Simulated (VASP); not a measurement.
The system is Ge3P4.

```
Ge P
1.0
     5.47173    0.00000    0.00000
    -2.73587    4.73866    0.00000
     0.00000    0.00000    5.34455
Ge P
3 4
Direct
  0.50000 0.00000 0.00000
  0.00000 0.50000 0.00000
  0.50000 0.50000 0.00000
  0.33333 0.66667 0.00000
  0.66667 0.33333 0.00000
  0.00000 0.00000 0.31957
  0.00000 0.00000 0.68043
```

The cell was built by a generator and needn't be a form met in nature.

- Program: VASP 6.6.1
- Task: relaxation of cell and atoms
- Functional: PBE
- Potentials or basis: VASP PAW PBE potentials, release 64 (Ge_d, P)
- Cutoff: 520 eV
- k mesh: 3 × 3 × 3
- Occupations: gaussian, width 0.15 eV
- Spin: no spin polarisation

At the start: pressure 145.1 GPa; volume 19.80 Å³/atom.

Q: Where does the relaxation end?

A: Over 17 steps the energy falls by 6468.7 meV/atom and the volume is 41.25 Å³/atom (+108.4 %); space group P6/mmm (No. 191, to 0.05 Å).

The path:
```
step  energy change (eV)  largest force (eV/Å)  pressure (GPa)  volume (Å³)
   1              0.0000                1.1999          145.09       138.58
   2            182.7153                3.1312         -146.07       737.97
   3           1410.2871                3.4459           46.30       205.51
   4             -4.2850                9.3191            1.96       235.87
   5             -1.4268                5.1273           31.11       239.77
   6            -24.2390                2.1592          -27.04       454.01
   7            -42.8022                0.3177           -1.64       307.85
   8            -45.1483                1.6172           -2.65       301.37
   9            -44.9099                1.1803            3.03       269.67
  10            -45.2308                1.4534           -0.22       289.38
  11            -45.2322                1.5037           -0.96       292.96
  12            -45.0890                3.9056            1.08       288.24
  13            -45.2771                0.0482           -0.45       291.27
  14            -45.2771                0.0158           -0.36       291.23
  15            -45.2808                0.0094            0.42       288.29
  16            -45.2811                0.0150           -0.27       289.08
  17            -45.2811                0.0070            0.15       288.76
```

Final structure:
```yaml
crystal:
  lattice:
    - [7.90246, 0.00000, 0.00000]
    - [-3.95123, 6.84373, 0.00000]
    - [0.00000, 0.00000, 5.33926]
  atoms:
    - { symbol: Ge, position: [0.50000, 0.00000, 0.00000] }
    - { symbol: Ge, position: [0.00000, 0.50000, 0.00000] }
    - { symbol: Ge, position: [0.50000, 0.50000, 0.00000] }
    - { symbol: P, position: [0.33333, 0.66667, 0.00000] }
    - { symbol: P, position: [0.66667, 0.33333, 0.00000] }
    - { symbol: P, position: [0.00000, 0.00000, 0.31977] }
    - { symbol: P, position: [0.00000, 0.00000, 0.68023] }
```

Caveat: the k mesh is coarse (spacing up to 0.44 Å⁻¹), so the values aren't converged; the volume moved by over 15 % at a fixed basis, so the end points are rough; the relaxation stopped at a loose force limit of 0.08 eV/Å, so its end isn't a converged minimum.
